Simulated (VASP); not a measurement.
Given:

```yaml
crystal:
  lattice:
    - [0.00000, 2.73379, 2.73379]
    - [2.73379, 0.00000, 2.73379]
    - [2.73379, 2.73379, 0.00000]
  atoms:
    - { symbol: Co, position: [0.00000, 0.00000, 0.00000] }
    - { symbol: Si, position: [0.25000, 0.25000, 0.25000] }
    - { symbol: Si, position: [0.75000, 0.75000, 0.75000] }
```

Calculation: vdW-DF2, VASP's PBE PAW potentials (set 64) (plane waves; VASP). Settings: 520 eV cut-off, Gaussian smearing of 0.050 eV, potentials Co Si.

Give the energies of bands 2 to 11 at the high-symmetry points, in eV from the Fermi level.

```tsv
band	Γ	X	U	L	W
2	-3.78	-6.68	-7.84	-8.91	-7.95
3	-3.78	-6.34	-6.09	-3.26	-5.74
4	-3.78	-3.40	-3.57	-3.26	-5.39
5	-1.70	-3.40	-3.15	-1.99	-2.08
6	-1.70	-1.75	-2.00	-1.44	-2.08
7	-0.12	-1.75	-1.57	-1.44	-1.74
8	3.16	-1.66	-1.09	-0.40	-1.30
9	3.16	-1.21	-0.88	-0.40	-0.62
10	3.16	1.30	1.78	2.60	3.33
11	3.63	3.18	5.10	3.27	3.33
```

It has no gap at this level: it comes out as a metal or semimetal.

The compound is CoSi2 in the fluorite structure. It was relaxed first, which changed the volume by +6 %. The run is not spin-polarised, so no magnetic state was tried. The electron count is odd and the run is not spin-polarised, which forces a metal.
